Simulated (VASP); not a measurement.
VASP runs on LiCl (rock salt) share one base input (PBE GGA, plane waves, VASP's PBE PAW potentials (set 64)) and change the settings named in each case.

KPOINTS:
```
Automatic mesh
0
Gamma
8 8 8
0 0 0
```

**INCAR**
```
SYSTEM = LiCl
PREC = Accurate; ENCUT = 520; LREAL = .False.
LASPH = .True.
EDIFF = 1E-6; NELM = 100; ALGO = Normal
ISMEAR = 0; SIGMA = 0.05
GGA = PE
ISIF = 2
LWAVE = .False.; LCHARG = .False.
```

**POSCAR**
```
LiCl
3.6345290
  0.0000000000   0.7071067530   0.7071067530
  0.7071067530   0.0000000000   0.7071067530
  0.7071067530   0.7071067530   0.0000000000
Li Cl
1 1
direct
  0.0000000000   0.0000000000   0.0000000000
  0.5000000000   0.5000000000   0.5000000000
```

POTCAR, in this order: Li_sv Cl (PBE.64 set). Program: vasp_std.

| change | E(σ→0) (eV/atom) |
|---|---|
| base run | -3.6931 |
| POTCAR Li Cl (PBE.64 set) | -3.6869 |
| ENCUT = 800, POTCAR Li_sv Cl_h (PBE.64 set) | -3.6921 |
| ENCUT = 800 | -3.6917 |
 Energies of different potentials or functionals have different zeros.

Left out are runs that ran out of time, are held back, or changed the cell or the kind of run, fixed moments of cells without a moment, rows past the twelfth, gaps on odd meshes, pressures of charged cells and columns that move by less than the noise.

The compound is LiCl in the rock salt structure. The cell was not relaxed at this level.
